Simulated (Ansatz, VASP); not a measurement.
## Two plane-wave programs on LiSi2C2

```
Li Si C
1.0
     4.63164   -1.97657   -1.26925
     4.63164    1.97657   -1.26925
    -1.78605    0.00000    4.21290
Li Si C
1 2 2
Direct
  0.77266 0.77266 0.53453
  0.42856 0.42856 0.14353
  0.59571 0.59571 0.81771
  0.20359 0.85773 0.01700
  0.85773 0.20359 0.01700
```

Alike in both runs: functional PBE; k mesh 6 × 6 × 4; occupations gaussian, width 0.1 eV; no spin polarisation.

Ansatz relaxed the structure, and its values are those at the end. VASP's run is a single point on that final structure, the one shown.

|  | VASP | Ansatz |
| --- | --- | --- |
| version | VASP 6.6.1 | Ansatz 0.2.0 |
| potentials or method | VASP PAW PBE potentials, release 64 (Li_sv, Si, C) | scalar-relativistic, plane waves, PAW |
| plane-wave cutoff (eV) | 520 | 420 |
| valence electrons in the cell | 19 | 19 |

VASP gave:

- gap on the k mesh at the Fermi level (eV): none
- rms of the force components (eV/Å): 0.028

Task: Estimate Ansatz's values.

Result: gap on the k mesh at the Fermi level (eV): none; rms of the force components (eV/Å): 0.013.

A gap of «none» marks a metal or a gap that the smearing closes.

Caveats: the k mesh is coarse (spacing up to 0.44 Å⁻¹), so the values aren't converged.
